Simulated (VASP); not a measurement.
VASP ran on this input.

POSCAR:
```
BeSe
1
    0.0000000000     2.5671701129     2.5671701129
    2.5671701129     0.0000000000     2.5671701129
    2.5671701129     2.5671701129     0.0000000000
Be Se
1 1
Direct
  1.0000000000   1.0000000000   1.0000000000
  0.2500000000   0.2500000000   0.2500000000
```

INCAR:
```
ALGO = Normal
EDIFF = 1E-7
ENCUT = 520
GGA = PS
ISIF = 2
ISMEAR = 0
LASPH = .TRUE.
LCHARG = .FALSE.
LMAXMIX = 4
LREAL = .FALSE.
LWAVE = .FALSE.
NELM = 100
PREC = Accurate
SIGMA = 0.05
SYSTEM = BeSe
```

**KPOINTS**
```
Automatic mesh
0
Gamma
9 9 9
0 0 0
```

POTCAR, in this order: Be Se (PBE.64 set). Program: vasp_std.

Question: Write an equivalent input for Quantum ESPRESSO's pw.x.

Answer: One equivalent input (not run):
```
&CONTROL
  calculation = 'scf'
  pseudo_dir = './pseudo'
  outdir = './out'
  tprnfor = .true.
  tstress = .true.
/
&SYSTEM
  ibrav = 0
  nat = 2
  ntyp = 2
  ecutwfc = 88
  occupations = 'smearing'
  smearing = 'gaussian'
  degauss = 0.003675
  input_dft = 'pbesol'
/
&ELECTRONS
  conv_thr = 7.3e-09
  electron_maxstep = 100
/
ATOMIC_SPECIES
  Be 9.012 Be.upf
  Se 78.971 Se.upf
CELL_PARAMETERS angstrom
     0.0000000    2.5671701    2.5671701
     2.5671701    0.0000000    2.5671701
     2.5671701    2.5671701    0.0000000
ATOMIC_POSITIONS crystal
  Be   1.0000000  1.0000000  1.0000000
  Se   0.2500000  0.2500000  0.2500000
K_POINTS automatic
  9 9 9 0 0 0
```
The two are equivalent in intent, not identical: the potentials are each code's own (VASP's PAW set, PseudoDojo norm-conserving files in pw.x), so ENCUT and ecutwfc are chosen apart and not converted; conv_thr bounds pw.x's estimated SCF error, while EDIFF bounds the energy change between steps.

The compound is BeSe in the zinc blende structure. It was relaxed first.
